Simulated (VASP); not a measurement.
Computed with r2SCAN meta-GGA, VASP's PBE PAW potentials (set 64) (plane waves; VASP).

VASP input:

**POSCAR**
```
VSi2
1
    4.5159601515    -0.0000000000    -0.0000000000
   -2.2579800758     3.9109362126     0.0000000000
    0.0000000000    -0.0000000000     6.3282420880
V Si
3 6
Direct
  1.0000000000   0.5000000000   0.1666670000
  0.5000000000   0.0000000000   0.5000000000
  0.5000000000   0.5000000000   0.8333330000
  0.8365926951   0.6731853902   0.5000000000
  0.1634073049   0.8365926951   0.8333330000
  0.3268146098   0.1634073049   0.1666670000
  0.1634073049   0.3268146098   0.5000000000
  0.8365926951   0.1634073049   0.8333330000
  0.6731853902   0.8365926951   0.1666670000
```

### KPOINTS
```
Automatic mesh
0
Gamma
7 7 5
0 0 0
```

### INCAR
```
! general
SYSTEM =VSi2
PREC   =Accurate
ENCUT  =400   ! plane-wave cut-off (eV)
LREAL  =.False.   ! projection in real space or not
LASPH  =.True.   ! aspherical one-centre terms

! electronic loop
EDIFF  =1E-6   ! SCF stop (eV)
NELM   =100
ALGO   =Normal   ! blocked Davidson
LMAXMIX=4   ! l cut-off of mixed one-centre charges
LMIXTAU=.True.

! smearing
ISMEAR =1   ! Methfessel-Paxton
SIGMA  =0.1   ! width (eV)

! functional
METAGGA=R2SCAN

! ions
IBRION =2
NSW    =60   ! most ionic steps
ISIF   =3
EDIFFG =-0.02   ! ionic stop

! output
LWAVE  =.False.
LCHARG =.False.
```

POTCAR, in this order: V_sv Si (PBE.64 set). Program: vasp_std.

Problem. What will the output report for the number of irreducible k-points (NKPTS), number of bands (NBANDS), largest plane-wave count, number of space-group operations, FFT grid (NGX, NGY, NGZ)?

Solution. 
- number of irreducible k-points (NKPTS) = 24
- number of bands (NBANDS) = 37
- largest plane-wave count = 2079
- number of space-group operations = 12
- FFT grid (NGX, NGY, NGZ) = 30 × 30 × 42

The structure comes from a computed database's VSi2 entry (P6_222); how it stands against other phases isn't given here. This run relaxes it. Symmetry was kept, so distortions that lower it aren't found. The start is the result of an earlier pass. The run is not spin-polarised, so no magnetic state was tried. The electron count is odd and the run is not spin-polarised, which forces a metal.
